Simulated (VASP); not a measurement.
Level of theory: PBEsol GGA, VASP's PBE PAW potentials (set 64) (plane waves; VASP).

The input files of a VASP run:

**KPOINTS**
```
k-points along high-symmetry lines
12
Line-mode
Reciprocal
  0.000000   0.000000   0.000000 ! GAMMA
  0.000000   0.000000  -0.500000 ! T

  0.000000   0.000000  -0.500000 ! T
 -0.328125   0.328125  -0.500000 ! H_2

 -0.343750   0.328125  -0.187500 ! H_0
  0.000000   0.500000   0.500000 ! L

  0.000000   0.500000   0.500000 ! L
  0.000000   0.000000   0.000000 ! GAMMA

  0.000000   0.000000   0.000000 ! GAMMA
 -0.335938   0.335938   0.000000 ! S_0

 -0.335937   0.328125  -0.343750 ! S_2
 -0.500000   0.000000  -1.000000 ! F

 -0.500000   0.000000  -1.000000 ! F
  0.000000   0.000000   0.000000 ! GAMMA
```

POSCAR:
```
Zn4STe3
1
    0.0000000000     2.9530898215     2.9530898215
    2.9530898215     0.0000000000     2.9530898215
   11.7804128401    11.7804128401     0.0319464459
Zn Te S
4 3 1
Direct
  0.0242999607   0.0242999607   0.9817750295
  0.0081778573   0.0081778573   0.2438666070
  0.9928253960   0.9928253960   0.5053809530
  0.9761653487   0.9761653487   0.7678759884
  0.2640494850   0.2640494850   0.0519628862
  0.2489604302   0.2489604302   0.3132796774
  0.2338015549   0.2338015549   0.5746488338
  0.2517199671   0.2517199671   0.8112100247
```

### INCAR
```
SYSTEM = Zn4STe3
PREC = Accurate
ENCUT = 400
EDIFF = 1E-7
NELM = 100
ALGO = Normal
LREAL = .FALSE.
LASPH = .TRUE.
ISMEAR = 0
SIGMA = 0.05
GGA = PS
LMAXMIX = 4
LWAVE = .FALSE.
LCHARG = .FALSE.
LORBIT = 11
ICHARG = 11
```

POTCAR, in this order: Zn Te S (PBE.64 set). Program: vasp_std. Read from the step before: CHGCAR.

Output

**OSZICAR**
```
       N       E                     dE             d eps       ncg     rms          rms(c)
DAV:   1     0.457816513091E+03    0.45782E+03   -0.27592E+04  7224   0.155E+03
DAV:   2     0.321789544526E+02   -0.42564E+03   -0.41545E+03  7358   0.361E+02
DAV:   3    -0.180058273880E+02   -0.50185E+02   -0.49008E+02  8310   0.121E+02
DAV:   4    -0.198856890501E+02   -0.18799E+01   -0.18721E+01  8473   0.219E+01
DAV:   5    -0.199237651679E+02   -0.38076E-01   -0.38056E-01  9117   0.288E+00
DAV:   6    -0.199243997374E+02   -0.63457E-03   -0.63445E-03  8307   0.377E-01
DAV:   7    -0.199244259931E+02   -0.26256E-04   -0.26252E-04  9302   0.676E-02
DAV:   8    -0.199244269735E+02   -0.98036E-06   -0.98040E-06  8045   0.126E-02
DAV:   9    -0.199244270257E+02   -0.52236E-07   -0.52234E-07  7278   0.273E-03
   1 F= -.19924427E+02 E0= -.19924427E+02  d E =-.102825E-10
```

OUTCAR:
```
 val. band max:        3.3700470582   @ k =   0.0000   0.0000   0.0000

 cond. band min:       3.8162221387   @ k =   0.0000   0.0000   0.0000



 k-point     1 :       0.0000    0.0000    0.0000
  band No.  band energies     occupation
      1      -9.9391      2.00000
      2      -8.6819      2.00000
      3      -8.4175      2.00000
      4      -8.0309      2.00000
      5      -3.8908      2.00000
      6      -3.8908      2.00000
      7      -3.8410      2.00000
      8      -3.7627      2.00000
      9      -3.7627      2.00000
     10      -3.7556      2.00000
     11      -3.7273      2.00000
     12      -3.7273      2.00000
     13      -3.7270      2.00000
     14      -3.6651      2.00000
     15      -3.6651      2.00000
     16      -3.5936      2.00000
     17      -3.5936      2.00000
     18      -3.5249      2.00000
     19      -3.5249      2.00000
     20      -3.5044      2.00000
     21      -3.5044      2.00000
     22      -3.4286      2.00000
     23      -3.4286      2.00000
     24      -3.3610      2.00000
     25      -2.2998      2.00000
     26      -0.1830      2.00000
     27      -0.0825      2.00000
     28       1.3204      2.00000
     29       1.3205      2.00000
     30       2.6976      2.00000
     31       2.6976      2.00000
     32       2.9023      2.00000
     33       2.9619      2.00000
     34       2.9620      2.00000
     35       3.3700      2.00000
     36       3.3700      2.00000
     37       3.8162      0.00000
     38       5.3447      0.00000
     39       5.6444      0.00000
     40       5.8717      0.00000
     41       7.8278      0.00000
     42       7.8278      0.00000
     43       7.8303      0.00000

 k-point     2 :       0.0000    0.0000   -0.0455
  band No.  band energies     occupation
      1      -9.9391      2.00000
      2      -8.6830      2.00000
      3      -8.4155      2.00000
      4      -8.0318      2.00000
      5      -3.8908      2.00000
      6      -3.8908      2.00000
...
```

The density is held fixed in this step, so its total energy and stress have no physical meaning. Unless said otherwise, spin-orbit coupling is left out, though it shifts the bands of the heavy elements here.

The structure was generated: Zn4STe3 was put into an ordered model structure (R3m), which need not be its known phase. It was relaxed first.
